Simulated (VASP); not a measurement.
Output of a VASP run:

File OUTCAR:
```
 ion  position               nearest neighbor table
   1  0.000  0.000  0.000-  38 1.96  46 1.96  49 1.96  57 1.96  24 2.01  63 2.01   3 2.97   5 2.97
 Subroutine IBZKPT returns following result:
 Found      1 irreducible k-points:

 Following reciprocal coordinates:
            Coordinates               Weight
  0.000000  0.000000  0.000000      1.000000
   k-points           NKPTS =      1   k-points in BZ     NKDIM =      1   number of bands    NBANDS=    229
   number of dos      NEDOS =    301   number of ions     NIONS =     71
   total plane-waves  NPLWV = 110592
   dimension x,y,z NGX =    48 NGY =   48 NGZ =   48
   dimension x,y,z NGXF=    96 NGYF=   96 NGZF=   96
   ions per type =              23  48
   PREC   = normal    normal or accurate (medium, high low for compatibility)
   ISTART =      0    job   : 0-new  1-cont  2-samecut
   ICHARG =      2    charge: 1-file 2-atom 10-const
   ISPIN  =      2    spin polarized calculation?
   LNONCOLLINEAR =      F non collinear calculations
   LSORBIT =      F    spin-orbit coupling
   INIWAV =      1    electr: 0-lowe 1-rand  2-diag
   ENCUT  =  400.0 eV  29.40 Ry    5.42 a.u.  15.18 15.18 14.52*2*pi/ulx,y,z
   NELM   =    100;   NELMIN=  4; NELMDL= -5     # of ELM steps
   EDIFF  = 0.1E-04   stopping-criterion for ELM
   LREAL  =      T    real-space projection
   NLSPLINE    = F    spline interpolate recip. space projectors
   LMAXMIX     =    4 max onsite mixed and CHGCAR
   VOSKOWN=      0    Vosko Wilk Nusair interpolation
   EDIFFG = -.3E-01   stopping-criterion for IOM
   NSW    =     60    number of steps for IOM
   NBLOCK =      1;   KBLOCK =     60    inner block; outer block
   IBRION =      2    ionic relax: 0-MD 1-quasi-New 2-CG
   NFREE  =      1    steps in history (QN), initial steepest desc. (CG)
   ISIF   =      2    stress and relaxation
   ISYM   =      0    0-nonsym 1-usesym 2-fastsym
   TEIN   =    0.0    initial temperature
   TEBEG  =    0.0;   TEEND  =   0.0 temperature during run
   SMASS  =  -3.00    Nose mass-parameter (am)
   PSTRESS=    0.0 pullay stress
   NELECT =     381.0000    total number of electrons
   EFERMI =   0.00;   METHOD = LEGACY
   ISMEAR =     0;   SIGMA  =   0.05  broadening in eV -4-tet -1-fermi 0-gaus
   IALGO  =     68    algorithm
   LDIAG  =      T    sub-space diagonalisation (order eigenvalues)
   IMIX   =      4    mixing-type and parameters
     AMIX     =   0.40;   BMIX     =  1.00
     AMIX_MAG =   1.60;   BMIX_MAG =  1.00
     AMIN     =   0.10
   GGA     = PE    functional components
   VOSKOWN =     0    Vosko Wilk Nusair interpolation
   LHFCALC =     F    Hartree Fock is set to
   LHFONE  =     F    Hartree Fock one center treatment
   AEXX    =    0.0000 exact exchange contribution
   IVDW    =     0    specifies the selected vdW correction
   LEPSILON=     F    determine dielectric tensor
   LRPA    =     F    only Hartree local field effects (RPA)
  energy-cutoff  :      400.00
  volume of cell :      772.15
      direct lattice vectors                 reciprocal lattice vectors
     9.311249664  0.000000000  0.000000000     0.107396970  0.000000000  0.000000000
     0.000000000  9.311249664  0.000000000     0.000000000  0.107396970  0.000000000
     0.000000000  0.000000000  8.906027028     0.000000000  0.000000000  0.112283513
 k-point     1 :   0.0000 0.0000 0.0000  plane waves:    6997
 maximum number of plane-waves:      6997
```

File OSZICAR:
```
...
RMM:   4    -0.611612906813E+03   -0.56298E-06   -0.54299E-05   775   0.187E-02
  17 F= -.61161291E+03 E0= -.61160248E+03  d E =-.295975E-02  mag=     1.0000
       N       E                     dE             d eps       ncg     rms          rms(c)
DAV:   1    -0.611612204344E+03    0.70191E-03   -0.10401E+00   936   0.250E+00    0.237E-01
RMM:   2    -0.611613996101E+03   -0.17918E-02   -0.25545E-02   916   0.454E-01    0.307E-01
RMM:   3    -0.611614468121E+03   -0.47202E-03   -0.56839E-03   991   0.195E-01    0.170E-01
RMM:   4    -0.611614374893E+03    0.93228E-04   -0.12815E-03   995   0.897E-02    0.148E-01
RMM:   5    -0.611614299772E+03    0.75120E-04   -0.29605E-04   929   0.541E-02    0.791E-02
RMM:   6    -0.611614292739E+03    0.70337E-05   -0.15420E-04   926   0.301E-02    0.404E-02
RMM:   7    -0.611614294274E+03   -0.15355E-05   -0.31429E-05   611   0.145E-02
  18 F= -.61161429E+03 E0= -.61160384E+03  d E =-.138746E-02  mag=     1.0000
       N       E                     dE             d eps       ncg     rms          rms(c)
DAV:   1    -0.611614293481E+03   -0.74213E-06   -0.92222E-04  1000   0.756E-02    0.275E-02
RMM:   2    -0.611614295373E+03   -0.18927E-05   -0.39389E-05   696   0.164E-02    0.207E-02
RMM:   3    -0.611614295807E+03   -0.43363E-06   -0.89708E-06   523   0.915E-03    0.585E-03
RMM:   4    -0.611614295876E+03   -0.69136E-07   -0.23031E-06   517   0.481E-03
  19 F= -.61161430E+03 E0= -.61160384E+03  d E =-.138906E-02  mag=     1.0000
       N       E                     dE             d eps       ncg     rms          rms(c)
DAV:   1    -0.611613064200E+03    0.12316E-02   -0.95427E-01   936   0.241E+00    0.200E-01
RMM:   2    -0.611614920791E+03   -0.18566E-02   -0.23629E-02   916   0.440E-01    0.292E-01
RMM:   3    -0.611615378323E+03   -0.45753E-03   -0.50589E-03   980   0.185E-01    0.163E-01
RMM:   4    -0.611615329307E+03    0.49016E-04   -0.93612E-04   986   0.777E-02    0.147E-01
RMM:   5    -0.611615276776E+03    0.52531E-04   -0.25792E-04   935   0.490E-02    0.788E-02
RMM:   6    -0.611615283120E+03   -0.63438E-05   -0.13237E-04   933   0.280E-02    0.477E-02
RMM:   7    -0.611615282545E+03    0.57453E-06   -0.17550E-05   545   0.124E-02
  20 F= -.61161528E+03 E0= -.61160491E+03  d E =-.986669E-03  mag=     1.0000
       N       E                     dE             d eps       ncg     rms          rms(c)
DAV:   1    -0.611615269770E+03    0.13350E-04   -0.87783E-03  1064   0.233E-01    0.457E-02
RMM:   2    -0.611615288932E+03   -0.19162E-04   -0.24797E-04   916   0.442E-02    0.434E-02
RMM:   3    -0.611615293718E+03   -0.47865E-05   -0.55518E-05   741   0.201E-02    0.177E-02
RMM:   4    -0.611615294533E+03   -0.81458E-06   -0.13251E-05   522   0.104E-02
  21 F= -.61161529E+03 E0= -.61160493E+03  d E =-.998656E-03  mag=     1.0000
       N       E                     dE             d eps       ncg     rms          rms(c)
DAV:   1    -0.611614838201E+03    0.45552E-03   -0.46548E-01   936   0.167E+00    0.136E-01
RMM:   2    -0.611615690521E+03   -0.85232E-03   -0.11158E-02   916   0.304E-01    0.214E-01
RMM:   3    -0.611615919563E+03   -0.22904E-03   -0.25343E-03  1000   0.129E-01    0.126E-01
RMM:   4    -0.611615881897E+03    0.37666E-04   -0.44535E-04   976   0.542E-02    0.115E-01
RMM:   5    -0.611615851812E+03    0.30086E-04   -0.12585E-04   921   0.340E-02    0.715E-02
RMM:   6    -0.611615854477E+03   -0.26655E-05   -0.81463E-05   908   0.215E-02
  22 F= -.61161585E+03 E0= -.61160558E+03  d E =-.559945E-03  mag=     1.0000
```

OUTCAR:
```
------------------------ aborting loop because EDIFF is reached ----------------------------------------
  FORCE on cell =-STRESS in cart. coord.  units (eV):
  Direction    XX          YY          ZZ          XY          YZ          ZX
  --------------------------------------------------------------------------------------
  Total      -14.9758650    -14.9681193     -5.3259079     -1.7371816      0.0102265     -0.0147255
  in kB      -31.0743853    -31.0583134    -11.0510688     -3.6045897      0.0212197     -0.0305548
  external PRESSURE =     -24.3945892 kB  Pullay stress =       0.0000000 kB
  volume of cell :      772.15
      direct lattice vectors                 reciprocal lattice vectors
     9.311249664  0.000000000  0.000000000     0.107396970  0.000000000  0.000000000
     0.000000000  9.311249664  0.000000000     0.000000000  0.107396970  0.000000000
     0.000000000  0.000000000  8.906027028     0.000000000  0.000000000  0.112283513
 POSITION                                       TOTAL-FORCE (eV/Angst)
 -----------------------------------------------------------------------------------
      0.00725      0.00176      0.00725         0.001460     -0.002152     -0.014862
      2.38031      2.38110      1.52731         0.010081      0.010245      0.019208
      0.00043      9.31076      2.97062        -0.001691     -0.001316      0.015814
      2.38094      2.38224      4.41030         0.005022      0.005385     -0.008085
      0.00605      0.00432      5.93562        -0.000555      0.002565     -0.000777
      2.29917      2.29925      7.42203         0.006676      0.011409     -0.005259
      9.30969      4.65420      0.00221        -0.003855     -0.005809     -0.007123
      2.37095      6.93996      1.49284         0.010887     -0.012222      0.007073
      9.31074      4.65553      2.96935        -0.003425     -0.005810      0.007839
      2.36923      6.94172      4.44389         0.001207     -0.003351      0.006490
      9.30943      4.65383      5.93669        -0.000873     -0.003835     -0.000049
      2.38409      6.92301      7.42243         0.003635     -0.008008     -0.012737
      4.65437      9.30972      0.00226        -0.000342     -0.001687     -0.005659
      6.94504      2.36725      1.49442        -0.017181      0.011025     -0.003848
      4.65422      9.31070      2.96952         0.000373     -0.002615      0.005683
      6.94186      2.36719      4.44475         0.001029     -0.002944     -0.001771
      4.65352      9.30944      5.93672        -0.003047     -0.008615     -0.000247
      6.92865      2.37914      7.42222        -0.012399      0.004538      0.001872
      4.66209      4.65659      0.11366         0.001940      0.002035     -0.008318
      6.93096      6.93177      1.52624        -0.009108     -0.006023      0.021074
      6.93176      6.93233      4.41088        -0.005501     -0.000698     -0.014533
      4.66069      4.65812      5.82282         0.001351      0.002561      0.004624
      7.02391      7.02400      7.42124        -0.005880     -0.000968      0.000523
      1.41668      1.41457      8.89926         0.001749      0.001130      0.003934
      3.76103      0.91985      1.48155         0.003374      0.012357     -0.001805
      0.92192      3.76053      1.48129         0.010983      0.001695      0.000243
      3.24131      3.23847      8.88656        -0.001398      0.000824      0.001297
      1.40679      1.40637      2.96776        -0.010507     -0.013176     -0.002733
      3.76203      0.92152      4.45419         0.006020      0.000200      0.001133
      0.92187      3.76018      4.45443         0.004708      0.008404     -0.001487
      3.19776      3.19657      2.96853        -0.007168     -0.008050     -0.016584
      1.41704      1.41549      5.94152        -0.002472     -0.003614      0.003546
      3.75815      0.92679      7.42091         0.004692      0.005244     -0.000013
      0.92797      3.75650      7.42090         0.006087      0.004824      0.000263
      3.24073      3.24019      5.95501        -0.002919     -0.005644      0.007473
      1.36398      6.09809      8.88767        -0.000937      0.002993     -0.000063
      3.66396      5.65038      1.32616        -0.010235      0.010742      0.012001
      0.90886      8.40514      1.47562        -0.003685      0.003862     -0.002575
      3.21530      7.94966      8.88664        -0.000790      0.001841      0.000220
      1.39615      6.07628      2.96804        -0.003430      0.013065     -0.003047
      3.66347      5.65314      4.61076         0.003246     -0.008313     -0.007521
      0.90827      8.40600      4.46098        -0.000828      0.000735     -0.001248
      3.23676      7.91806      2.96792        -0.012912      0.005932     -0.002598
      1.36370      6.09760      5.95382         0.006029      0.009830      0.003045
      3.72920      5.58373      7.42103        -0.000948     -0.000921     -0.003104
      0.91017      8.40144      7.42033         0.009774     -0.005537      0.001529
      3.21532      7.95066      5.95489        -0.007253     -0.003813      0.003965
      6.10003      1.36151      8.88804         0.004853      0.002654      0.000488
      8.40750      0.90652      1.47459         0.000386      0.001180     -0.001961
      5.65487      3.66154      1.32608         0.011352     -0.016597      0.019352
      7.95248      3.21364      8.88657        -0.000329     -0.004096      0.002218
      6.07797      1.39400      2.96741         0.014921     -0.004314     -0.004177
      8.40662      0.90567      4.46083         0.004987     -0.000488      0.001268
      5.65210      3.65951      4.60946        -0.008345      0.012033     -0.009097
      7.92035      3.23457      2.96913         0.004842     -0.010860     -0.008046
      6.10019      1.36152      5.95403         0.004022     -0.000350      0.006090
...
```
(Selected blocks of OUTCAR.)

**POSCAR**
```
Ti23O48
1
    9.3112496639     0.0000000000     0.0000000000
    0.0000000000     9.3112496639     0.0000000000
    0.0000000000     0.0000000000     8.9060270283
Ti O
23 48
Direct
  0.0000000000   0.0000000000   0.0000000000
  0.2500000000   0.2500000000   0.1666670000
  0.0000000000   0.0000000000   0.3333330000
  0.2500000000   0.2500000000   0.5000000000
  0.0000000000   0.0000000000   0.6666670000
  0.2500000000   0.2500000000   0.8333330000
  0.0000000000   0.5000000000   0.0000000000
  0.2500000000   0.7500000000   0.1666670000
  0.0000000000   0.5000000000   0.3333330000
  0.2500000000   0.7500000000   0.5000000000
  0.0000000000   0.5000000000   0.6666670000
  0.2500000000   0.7500000000   0.8333330000
  0.5000000000   0.0000000000   0.0000000000
  0.7500000000   0.2500000000   0.1666670000
  0.5000000000   0.0000000000   0.3333330000
  0.7500000000   0.2500000000   0.5000000000
  0.5000000000   0.0000000000   0.6666670000
  0.7500000000   0.2500000000   0.8333330000
  0.5041320000   0.4961070000   0.9983610000
  0.7500000000   0.7500000000   0.1666670000
  0.7500000000   0.7500000000   0.5000000000
  0.5029110000   0.5046480000   0.6692820000
  0.7500000000   0.7500000000   0.8333330000
  0.1525000000   0.1525000000   0.0000000000
  0.4025000000   0.0975000000   0.1666670000
  0.0975000000   0.4025000000   0.1666670000
  0.3475000000   0.3475000000   0.0000000000
  0.1525000000   0.1525000000   0.3333330000
  0.4025000000   0.0975000000   0.5000000000
  0.0975000000   0.4025000000   0.5000000000
  0.3510170000   0.3450300000   0.3296060000
  0.1525000000   0.1525000000   0.6666670000
  0.4025000000   0.0975000000   0.8333330000
  0.0975000000   0.4025000000   0.8333330000
  0.3475000000   0.3475000000   0.6666670000
  0.1525000000   0.6525000000   0.0000000000
  0.3998600000   0.6013940000   0.1687380000
  0.0975000000   0.9025000000   0.1666670000
  0.3475000000   0.8475000000   0.0000000000
  0.1525000000   0.6525000000   0.3333330000
  0.4073910000   0.6006210000   0.4997920000
  0.0975000000   0.9025000000   0.5000000000
  0.3475000000   0.8475000000   0.3333330000
  0.1525000000   0.6525000000   0.6666670000
  0.4025000000   0.5975000000   0.8333330000
  0.0975000000   0.9025000000   0.8333330000
  0.3475000000   0.8475000000   0.6666670000
  0.6525000000   0.1525000000   0.0000000000
  0.9025000000   0.0975000000   0.1666670000
  0.6021420000   0.4019850000   0.1654480000
  0.8475000000   0.3475000000   0.0000000000
  0.6525000000   0.1525000000   0.3333330000
  0.9025000000   0.0975000000   0.5000000000
  0.5974830000   0.4003670000   0.5024620000
  0.8475000000   0.3475000000   0.3333330000
  0.6525000000   0.1525000000   0.6666670000
  0.9025000000   0.0975000000   0.8333330000
  0.5975000000   0.4025000000   0.8333330000
  0.8475000000   0.3475000000   0.6666670000
  0.6525000000   0.6525000000   0.0000000000
  0.9025000000   0.5975000000   0.1666670000
  0.5975000000   0.9025000000   0.1666670000
  0.8475000000   0.8475000000   0.0000000000
  0.6501770000   0.6519950000   0.3303050000
  0.9025000000   0.5975000000   0.5000000000
  0.5975000000   0.9025000000   0.5000000000
  0.8475000000   0.8475000000   0.3333330000
  0.6525000000   0.6525000000   0.6666670000
  0.9025000000   0.5975000000   0.8333330000
  0.5975000000   0.9025000000   0.8333330000
  0.8475000000   0.8475000000   0.6666670000
```

Write an INCAR and KPOINTS that could have produced this output.

This is not unique; one that fits is the input of the run itself, PBE GGA, plane waves, VASP's PBE PAW potentials (set 64).

**INCAR**
```
ALGO  =  Fast
EDIFF  =  1E-5
EDIFFG  =  -0.03
ENCUT  =  400
GGA  =  PE
IBRION  =  2
ISIF  =  2
ISMEAR  =  0
ISPIN  =  2
ISYM  =  0
LASPH  =  .True.
LCHARG  =  .False.
LMAXMIX  =  4
LORBIT  =  10
LREAL  =  Auto
LWAVE  =  .False.
MAGMOM  =  71*0.0141
NELECT  =  381.0
NELM  =  100
NELMIN  =  4
NSW  =  60
NUPDOWN  =  1
PREC  =  Normal
SIGMA  =  0.05
SYSTEM  =  Ti23O48
```

### KPOINTS
```
K-points
0
gamma
  1 1 1
0 0 0
```

POTCAR, in this order: Ti O (PBE.64 set). Program: vasp_gam.

At this cut-off the stress carries a Pulay error, which pulls relaxed volumes low. The cell is charged, with a uniform compensating background. The supercell is sampled at Γ alone, which is coarse: total energies, pressure and levels can be off, energies of defects by several tenths of an eV.

The cell is a supercell with a defect, built from TiO2 (rutile): vac_Ti, charge -1.
